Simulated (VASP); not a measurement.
Level of theory: PBE GGA with D3 dispersion (zero damping), VASP's PBE PAW potentials (set 64) (plane waves; VASP).

The input files of a VASP run:

**POSCAR**
```
WSe2
1.0
  1.6454398877  -2.8499851586   0.0000000000
  1.6454398877   2.8499851586   0.0000000000
  0.0000000000   0.0000000000  13.0234064155
W Se
2 4
Direct
  0.3333330000   0.6666670000   0.2500000000
  0.6666670000   0.3333330000   0.7500000000
  0.3333330000   0.6666670000   0.8793545655
  0.6666670000   0.3333330000   0.3793545655
  0.6666670000   0.3333330000   0.1206454345
  0.3333330000   0.6666670000   0.6206454345
```

**INCAR**
```
# general
SYSTEM =WSe2
PREC   =Accurate
ENCUT  =520
LREAL  =.FALSE.
LASPH  =.TRUE.

# electronic loop
EDIFF  =1E-6
NELM   =100
ALGO   =Normal
LMAXMIX=6

# smearing
ISMEAR =0
SIGMA  =0.05

# functional
GGA    =PE
IVDW   =11

# ions
IBRION =2
NSW    =60
ISIF   =3
EDIFFG =-0.02

# output
LWAVE  =.FALSE.
LCHARG =.FALSE.
```

### KPOINTS
```
Automatic mesh
0
Gamma
7 7 2
0 0 0
```

POTCAR, in this order: W_sv Se (PBE.64 set). Program: vasp_std.

What VASP printed:

### OSZICAR
```
       N       E                     dE             d eps       ncg     rms          rms(c)
DAV:   1     0.517294234712E+03    0.51729E+03   -0.28362E+04  1120   0.164E+03
DAV:   2    -0.860464897930E+01   -0.52590E+03   -0.51336E+03  1155   0.430E+02
DAV:   3    -0.440856014442E+02   -0.35481E+02   -0.35166E+02  1252   0.975E+01
DAV:   4    -0.450614165874E+02   -0.97582E+00   -0.97249E+00  1234   0.161E+01
DAV:   5    -0.450805773501E+02   -0.19161E-01   -0.19155E-01  1257   0.222E+00    0.295E+01
DAV:   6    -0.435487434184E+02    0.15318E+01   -0.10901E+01  1137   0.183E+01    0.107E+01
DAV:   7    -0.433162153986E+02    0.23253E+00   -0.46975E+00  1104   0.903E+00    0.562E+00
DAV:   8    -0.431448634526E+02    0.17135E+00   -0.72713E-01  1266   0.482E+00    0.119E+00
DAV:   9    -0.431473860881E+02   -0.25226E-02   -0.70941E-02  1264   0.134E+00    0.793E-01
DAV:  10    -0.431459511220E+02    0.14350E-02   -0.23297E-02  1286   0.964E-01    0.222E-01
DAV:  11    -0.431457902815E+02    0.16084E-03   -0.38014E-03  1240   0.379E-01    0.171E-01
DAV:  12    -0.431457423244E+02    0.47957E-04   -0.15218E-04  1268   0.691E-02    0.108E-01
DAV:  13    -0.431457282523E+02    0.14072E-04   -0.18838E-04  1247   0.748E-02    0.424E-03
DAV:  14    -0.431457295582E+02   -0.13059E-05   -0.69483E-06  1110   0.151E-02    0.108E-02
DAV:  15    -0.431457294804E+02    0.77865E-07   -0.46881E-07   776   0.497E-03
   1 F= -.45123434E+02 E0= -.45123434E+02  d E =-.451234E+02
```

### OUTCAR
```
------------------------ aborting loop because EDIFF is reached ----------------------------------------
 Edisp (eV)   -1.97770
  FORCE on cell =-STRESS in cart. coord.  units (eV):
  Direction    XX          YY          ZZ          XY          YZ          ZX
  --------------------------------------------------------------------------------------
  Total       0.00798     0.00798    -0.05657     0.00000     0.00000     0.00000
  in kB       0.10474     0.10474    -0.74206     0.00000     0.00000     0.00000
  external pressure =       -0.18 kB  Pullay stress =        0.00 kB
  volume of cell :      122.15
      direct lattice vectors                 reciprocal lattice vectors
     1.645439888 -2.849985159  0.000000000     0.303870110 -0.175439510  0.000000000
     1.645439888  2.849985159  0.000000000     0.303870110  0.175439510  0.000000000
     0.000000000  0.000000000 13.023406416     0.000000000  0.000000000  0.076784826
 POSITION                                       TOTAL-FORCE (eV/Angst)
 -----------------------------------------------------------------------------------
      1.64544      0.95000      3.25585         0.000000      0.000000      0.000000
      1.64544     -0.95000      9.76755        -0.000000     -0.000000      0.000000
      1.64544      0.95000     11.45219        -0.000000     -0.000000     -0.002609
      1.64544     -0.95000      4.94049        -0.000000     -0.000000     -0.002609
      1.64544     -0.95000      1.57121         0.000000      0.000000      0.002609
      1.64544      0.95000      8.08292        -0.000000     -0.000000      0.002609
 -----------------------------------------------------------------------------------
    total drift:                                0.000140      0.001062     -0.000034
  FREE ENERGIE OF THE ION-ELECTRON SYSTEM (eV)
  ---------------------------------------------------
  free  energy   TOTEN  =       -45.1234341338 eV

  energy  without entropy=      -45.1234341338  energy(sigma->0) =      -45.12343413

 reached required accuracy - stopping structural energy minimisation
```
(Selected blocks of OUTCAR.)

The compound is WSe2 in the 2H layered structure. It was relaxed first. The start is the result of an earlier pass.
